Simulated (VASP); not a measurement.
A run of VASP 6.6.1 is set up as follows.

Contents of INCAR:

```
SYSTEM = SiF
PREC = Accurate ; ENCUT = 520
EDIFF = 1E-6 ; ISMEAR = 0
SIGMA = 0.02 ; LREAL = .False.
LASPH = .True. ; NELM = 60
ALGO = Normal ; ISIF = 2
LWAVE = .False. ; LCHARG = .False.
ICORELEVEL = 1
```

KPOINTS

```
Automatic mesh
0
Gamma
  12 12 12
  0 0 0
```

Contents of POSCAR:

```
SiF
1.0
    1.3386000000      0.7728400000      3.8983100000
   -1.3386000000      0.7728400000      3.8983100000
    0.0000000000     -1.5456800000      3.8983100000
Si F
1 1
Direct
    0.5000000000      0.5000000000      0.5000000000
    0.0000000000      0.0000000000      0.0000000000
```

Potentials or basis: VASP PAW LDA potentials, release 64 (Si, F).

The run is started by

```bash
$ cat potpaw_LDA.64/Si/POTCAR potpaw_LDA.64/F/POTCAR > POTCAR
$ mpirun -np 1 vasp_std > vasp.out
```

(1) What does it give for the pressure?

(2) What does it give for the band gap on the k mesh?

## Answers

(1) -6.6 GPa.

(2) none (metal or under the smearing width).

Caveat: an odd number of electrons without spin polarisation forces a metal; a magnetic or distorted state may lie lower.
